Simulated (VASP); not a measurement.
An input for Quantum ESPRESSO's pw.x (written as the equivalent of a VASP run, and not itself run):

```
&CONTROL
  calculation = 'scf'
  pseudo_dir = './pseudo'
  outdir = './out'
  tprnfor = .true.
  tstress = .true.
/
&SYSTEM
  ibrav = 0
  nat = 5
  ntyp = 3
  ecutwfc = 84
  occupations = 'tetrahedra'
  input_dft = 'vdw-df2-b86r'
/
&ELECTRONS
  conv_thr = 7.3e-09
  electron_maxstep = 100
/
ATOMIC_SPECIES
  K 39.098 K.upf
  Ta 180.948 Ta.upf
  O 15.999 O.upf
CELL_PARAMETERS angstrom
     4.0082919    0.0000000   -0.0000000
    -0.0000000    4.0082919    0.0000000
     0.0000000    0.0000000    4.0082919
ATOMIC_POSITIONS crystal
  K    0.0000000  0.0000000  0.0000000
  Ta   0.5000000  0.5000000  0.5000000
  O    0.5000000  0.0000000  0.5000000
  O    0.0000000  0.5000000  0.5000000
  O    0.5000000  0.5000000  0.0000000
K_POINTS automatic
  6 6 6 0 0 0
```

Q: Translate this input to VASP (INCAR, KPOINTS, POSCAR, choice of POTCAR).

A: One answer among several that fit: 
**POSCAR**
```
KTaO3
1
    4.0082919168     0.0000000000    -0.0000000000
   -0.0000000000     4.0082919168     0.0000000000
    0.0000000000     0.0000000000     4.0082919168
K Ta O
1 1 3
Direct
  0.0000000000   0.0000000000   0.0000000000
  0.5000000000   0.5000000000   0.5000000000
  0.5000000000   0.0000000000   0.5000000000
  0.0000000000   0.5000000000   0.5000000000
  0.5000000000   0.5000000000   0.0000000000
```

File KPOINTS:
```
Automatic mesh
0
Gamma
6 6 6
0 0 0
```

**INCAR**
```
AGGAC  =  0.0
ALGO  =  Normal
EDIFF  =  1E-7
ENCUT  =  520
GGA  =  MK
ISIF  =  2
ISMEAR  =  -5
LASPH  =  .TRUE.
LCHARG  =  .TRUE.
LEFG  =  .TRUE.
LMAXMIX  =  6
LORBIT  =  11
LREAL  =  .FALSE.
LUSE_VDW  =  .TRUE.
LWAVE  =  .FALSE.
NEDOS  =  601
NELM  =  100
PARAM1  =  0.1234568
PARAM2  =  0.7114
PREC  =  Accurate
SYSTEM  =  KTaO3
ZAB_VDW  =  -1.8867
```

POTCAR, in this order: K_sv Ta_pv O (PBE.64 set). Program: vasp_std.

What does not carry over: the potentials are each code's own (VASP's PAW set, PseudoDojo norm-conserving files in pw.x), so ENCUT and ecutwfc are chosen apart and not converted; conv_thr bounds pw.x's estimated SCF error, while EDIFF bounds the energy change between steps; the field gradients of LEFG aren't asked of the other code.

The compound is KTaO3 in the cubic perovskite structure. It was relaxed first.
